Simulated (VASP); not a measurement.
Computed with PBEsol GGA, VASP's PBE PAW potentials (set 64) (plane waves; VASP 6.6.1).

VASP ran on this input.

KPOINTS:
```
Automatic mesh
0
G
 6 6 4
0 0 0
```

### INCAR
```
SYSTEM  =  CdS
PREC  =  Accurate; ENCUT  =  500; LREAL  =  F
LASPH  =  T
EDIFF  =  1E-6; NELM  =  100; ALGO  =  Normal
LMAXMIX  =  4
ISMEAR  =  0; SIGMA  =  0.05
GGA  =  PS
IBRION  =  2; NSW  =  40; ISIF  =  3
EDIFFG  =  -0.02
LWAVE  =  F; LCHARG  =  F
```

**POSCAR**
```
CdS
1.0
  2.0629527340  -3.5731387789   0.0000000000
  2.0629527340   3.5731387789   0.0000000000
  0.0000000000   0.0000000000   6.7034207650
Cd S
2 2
Cart
  2.0629527340  -1.1910486417   3.3518292529
  2.0629527340   1.1910486417   0.0001188704
  2.0629527340  -1.1910486417   5.8787811405
  2.0629527340   1.1910486417   2.5270707580
```

POTCAR, in this order: Cd S (PBE.64 set). Program: vasp_std.

What will the output report for the number of irreducible k-points (NKPTS), largest plane-wave count, number of space-group operations, FFT grid (NGX, NGY, NGZ)?

| Item | Value |
|---|---|
| number of irreducible k-points (NKPTS) | 21 |
| largest plane-wave count | 2539 |
| number of space-group operations | 12 |
| FFT grid (NGX, NGY, NGZ) | 30 × 30 × 50 |

The compound is CdS in the wurtzite structure. This run relaxes it. Symmetry was kept, so distortions that lower it aren't found.
